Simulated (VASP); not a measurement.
These are r2SCAN meta-GGA, VASP's PBE PAW potentials (set 64) (plane waves; VASP 6.6.1) values and carry that method's errors.

VASP input:

File POSCAR:
```
MnS
1.0
  5.2579987545   2.6184293104   2.6184293104
  2.6184293104   5.2579987545   2.6184293104
  2.6184293104   2.6184293104   5.2579987545
Mn S
2 2
Direct
  0.0000000000   0.0000000000   1.0000000000
  0.5000000000   0.5000000000   0.5000000000
  0.2500000000   0.2500000000   0.2500000000
  0.7500000000   0.7500000000   0.7500000000
```

**KPOINTS**
```
Automatic mesh
0
Gamma
7 7 7
0 0 0
```

INCAR:
```
! general
SYSTEM   =  MnS
PREC     =  Accurate
ENCUT    =  520
LREAL    =  .FALSE.
LASPH    =  .TRUE.

! electronic loop
EDIFF    =  1E-7
NELM     =  100
ALGO     =  Normal
LMAXMIX  =  4
LMIXTAU  =  .TRUE.

! smearing
ISMEAR   =  0
SIGMA    =  0.05

! functional
METAGGA  =  R2SCAN

! spin
ISPIN    =  2
MAGMOM   =  4.3 -4.3 0.0 0.0

! ions
IBRION   =  2
NSW      =  30
ISIF     =  4
EDIFFG   =  -0.01

! output
LWAVE    =  .FALSE.
LCHARG   =  .FALSE.
LORBIT   =  10
```

POTCAR, in this order: Mn_pv S (PBE.64 set). Program: vasp_std.

Estimate the energy per atom (σ→0), cell moment, pressure.

```yaml
energy per atom (σ→0): -12.481 eV/atom
cell_moment: 0.00 μB
pressure: -4.37 GPa
```

**OSZICAR**
```
...
DAV:  14    -0.499244430218E+02   -0.40633E-03   -0.46350E-04  4706   0.188E-01    0.480E-02
DAV:  15    -0.499244508389E+02   -0.78172E-05   -0.64143E-05  4958   0.637E-02    0.497E-02
DAV:  16    -0.499244563430E+02   -0.55040E-05   -0.35715E-06  4814   0.139E-02    0.557E-02
DAV:  17    -0.499243997022E+02    0.56641E-04   -0.20185E-04  5208   0.122E-01    0.164E-02
DAV:  18    -0.499244106398E+02   -0.10938E-04   -0.22265E-05  4640   0.537E-02    0.262E-03
DAV:  19    -0.499244106071E+02    0.32625E-07   -0.19432E-06  5038   0.802E-03    0.147E-03
DAV:  20    -0.499244106100E+02   -0.28340E-08   -0.44126E-08  2787   0.268E-03
   1 F= -.49924411E+02 E0= -.49924411E+02  d E =-.499244E+02  mag=    -0.0000
```

The compound is MnS in the rock salt, AFM-II order structure. This cell is one point of a volume scan, at 1.06 of the reference volume.
